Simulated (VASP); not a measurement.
OSZICAR of a VASP run on Ta (bcc):

### OSZICAR
```
       N       E                     dE             d eps       ncg     rms          rms(c)
DAV:   1     0.487114475495E+02    0.48711E+02   -0.63919E+03  2970   0.115E+03
DAV:   2    -0.900434401664E+01   -0.57716E+02   -0.57035E+02  3750   0.243E+02
DAV:   3    -0.969127421824E+01   -0.68693E+00   -0.67521E+00  3431   0.284E+01
DAV:   4    -0.969479220291E+01   -0.35180E-02   -0.35143E-02  3355   0.171E+00
DAV:   5    -0.969481238347E+01   -0.20181E-04   -0.20163E-04  3248   0.112E-01    0.214E+01
DAV:   6     0.511033573308E+01    0.14805E+02   -0.78231E+00  3059   0.437E+01    0.551E+00
DAV:   7     0.571484938658E+01    0.60451E+00   -0.12238E+00  3066   0.155E+01    0.956E-01
DAV:   8     0.546607277319E+01   -0.24878E+00   -0.11472E+00  2993   0.156E+01    0.222E+00
DAV:   9     0.477260753752E+01   -0.69347E+00   -0.39455E-01  3017   0.107E+01    0.407E-01
DAV:  10     0.478751550197E+01    0.14908E-01   -0.15546E-02  3038   0.204E+00    0.602E-01
DAV:  11     0.477075277818E+01   -0.16763E-01   -0.40170E-03  3003   0.118E+00    0.258E-01
DAV:  12     0.477027047007E+01   -0.48231E-03   -0.77615E-04  3067   0.337E-01    0.127E-01
DAV:  13     0.477030012750E+01    0.29657E-04   -0.41902E-05  3075   0.956E-02    0.964E-02
DAV:  14     0.477030893292E+01    0.88054E-05   -0.33382E-05  3003   0.762E-02    0.203E-02
DAV:  15     0.477031828348E+01    0.93506E-05   -0.80279E-06  3144   0.373E-02    0.970E-03
DAV:  16     0.477031514121E+01   -0.31423E-05   -0.10971E-06  3035   0.121E-02    0.727E-03
DAV:  17     0.477031604783E+01    0.90662E-06   -0.34151E-07  3018   0.785E-03    0.213E-03
DAV:  18     0.477031445590E+01   -0.15919E-05   -0.32583E-08  1502   0.274E-03    0.117E-03
DAV:  19     0.477031508208E+01    0.62619E-06   -0.44908E-09  1500   0.108E-03    0.293E-04
DAV:  20     0.477031467551E+01   -0.40658E-06   -0.33267E-09  1499   0.758E-04    0.540E-05
DAV:  21     0.477031465632E+01   -0.19188E-07   -0.25827E-10  1497   0.264E-04
   1 F= 0.47703147E+01 E0= 0.47703147E+01  d E =0.000000E+00
       N       E                     dE             ncg
```

Task: Which electronic solver shows in the log?

Result: It is blocked Davidson (ALGO = Normal, or the opening steps of other solvers). The INCAR had ALGO = Normal.

Task: Can the final energy be trusted as converged?

Result: The calculation finished and met its thresholds. It stopped with EDIFF = 1E-7, NELM = 100 (MS2 meta-GGA, plane waves, VASP's PBE PAW potentials (set 64)).

The compound is Ta in the bcc structure. It was relaxed first.
